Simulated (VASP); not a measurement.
## TiSi$_{2}$ (space group Fddd): computed properties

All values below come from LDA (Ceperley-Alder, Perdew-Zunger), VASP's LDA PAW potentials (set 64) (plane waves; VASP 6.6.1).

```
Quantity                                                                                  Result
----------------------------------  ------------------------------------------------------------
space group                                                                            Fddd (70)
cell                                a = 4.7274 Å, b = 8.1310 Å, c = 8.4337 Å, α = β = γ = 90.00°
volume per atom                                                                    13.51 Å³/atom
band gap (over mesh and band path)                      none (metal, semimetal or under 0.01 eV)
density                                                                               4.26 g/cm³
```

TiSi$_{2}$ is modelled in the orthorhombic space group Fddd, origin choice 1 (No. 70), Pearson symbol oF24. Cell: a = 4.727 Å, b = 8.131 Å, c = 8.434 Å, α = β = γ = 90.00°. Ti on 8b is coordinated by 4 Si at 2.515 Å and 6 Si at 2.716–2.728 Å and 4 Ti at 3.158 Å. Si on 16f sees 2 Si at 2.501 Å and 3 Si at 2.674–2.743 Å and 2 Ti at 2.515 Å and 3 Ti at 2.716–2.728 Å. (Neighbours: up to the widest gap in distance over summed covalent radii, below 1.35, at either atom; cation-cation and far metal-metal contacts left out.)
(The calculation used a cell of 6 atoms; values per cell refer to that cell.)

The structure comes from a computed database's TiSi2 entry (Fddd); how it stands against other phases isn't given here. It was relaxed first. Symmetry was kept, so distortions that lower it aren't found.
